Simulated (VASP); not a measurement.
The system is Ga.

```
Ga
1.0
     2.26150   -3.83050    0.00000
     2.26150    3.83050    0.00000
     0.00000    0.00000    4.52400
Ga
4
Direct
  0.84510 0.15490 0.08100
  0.65490 0.34510 0.58100
  0.15490 0.84510 0.91900
  0.34510 0.65490 0.41900
```

```yaml
Program: VASP 6.6.1
Task: relaxation of cell and atoms
Functional: r2SCAN
Potentials_or_basis: VASP PAW PBE potentials, release 64 (Ga_d)
Cutoff: 600 eV
k_mesh: 8 × 8 × 8
Occupations: methfessel-paxton, width 0.1 eV
Spin: no spin polarisation
```

At the start: pressure -1.3 GPa; volume 19.59 Å³/atom.

Where does the relaxation end?

Over 7 steps the energy falls by 3.4 meV/atom and the volume is 19.18 Å³/atom (-2.1 %); space group Cmce (No. 64, to 0.05 Å).

The path:
| step | energy change (eV) | largest force (eV/Å) | pressure (GPa) | volume (Å³) |
| --- | --- | --- | --- | --- |
| 1 | 0.0000 | 0.1289 | -1.29 | 78.38 |
| 2 | -0.0105 | 0.0525 | 0.07 | 76.60 |
| 3 | -0.0105 | 0.0505 | 0.14 | 76.52 |
| 4 | -0.0121 | 0.0367 | 0.10 | 76.56 |
| 5 | -0.0133 | 0.0333 | 0.06 | 76.62 |
| 6 | -0.0133 | 0.0347 | 0.06 | 76.62 |
| 7 | -0.0135 | 0.0184 | -0.04 | 76.73 |

Final structure:
```xyz
4
Lattice="2.2254 -3.7956 0.0000 2.2254 3.7956 0.0000 0.0000 0.0000 4.5422" Properties=species:S:1:pos:R:3 pbc="T T T"
Ga    2.2254   -2.6120    0.3798
Ga    2.2254   -1.1836    2.6509
Ga    2.2254    2.6120    4.1625
Ga    2.2254    1.1836    1.8914
```

Caveat: the PAW data sets were made with another functional, which shifts forces and pressure a little.
